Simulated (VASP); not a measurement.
Here is the system:

```
BaZrO3
1.0
    4.21352     0.00000     0.00000
    0.00000     4.21352     0.00000
    0.00000     0.00000     4.21352
Ba Zr O
1 1 3
Direct
  0.00000   0.00000   0.00000
  0.50000   0.50000   0.50000
  0.50000   0.00000   0.50000
  0.00000   0.50000   0.50000
  0.50000   0.50000   0.00000
```

Computed with rev-vdW-DF2, VASP's PBE PAW potentials (set 64) (plane waves; VASP 6.6.1). Run with 520 eV cut-off, 6×6×6 Γ-centred mesh, tetrahedra with Blöchl corrections, potentials Ba_sv Zr_sv O.

Unless said otherwise, spin-orbit coupling is left out, though it shifts the bands of the heavy elements here.

Q: Estimate the energy per atom (σ→0), band gap (on the k-mesh) with the smallest direct gap where there is one.

A: 
```
Quantity                                     Result
-----------------------------------  --------------
band gap (on the k-mesh)                    3.16 eV
smallest direct gap (on the k-mesh)         3.40 eV
energy per atom (σ→0)                -6.821 eV/atom
```

Total energies compare only between runs with the same potentials, cut-off and functional.

The compound is BaZrO3 in the cubic perovskite structure. It was relaxed first.
